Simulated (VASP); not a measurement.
Given:

```
CELL_PARAMETERS angstrom
      0.00000     2.28776     2.28776
      2.28776     0.00000     2.28776
      2.28776     2.28776     0.00000
ATOMIC_POSITIONS crystal
  Hf 0.00000 0.00000 0.00000
  C  0.50000 0.50000 0.50000
```

Computed with LDA (Ceperley-Alder, Perdew-Zunger), VASP's LDA PAW potentials (set 64) (plane waves; VASP). Numerical set-up: 620 eV cut-off, 14×14×14 Γ-centred mesh, first-order Methfessel-Paxton smearing of 0.10 eV, potentials Hf_pv C.

Q: The ions, cell shape and volume at an external pressure of 5.0 GPa are relaxed. What does this cell relax into?

A: 
```
CELL_PARAMETERS angstrom
      0.00000     2.27424     2.27424
      2.27424     0.00000     2.27424
      2.27424     2.27424     0.00000
ATOMIC_POSITIONS crystal
  Hf 0.00000 0.00000 0.00000
  C  0.50000 0.50000 0.50000
```
Space group Fm-3m (225), at a tolerance of 0.03 Å.

Q: How do energy and volume change from the first to the last step?

A: The energy (σ→0) changes by +3.2 meV/atom and the volume by -1.8 %, in 3 ionic steps.

The compound is HfC in the rock salt structure. This run relaxes it under an external pressure of 5 GPa. Symmetry was kept, so distortions that lower it aren't found.
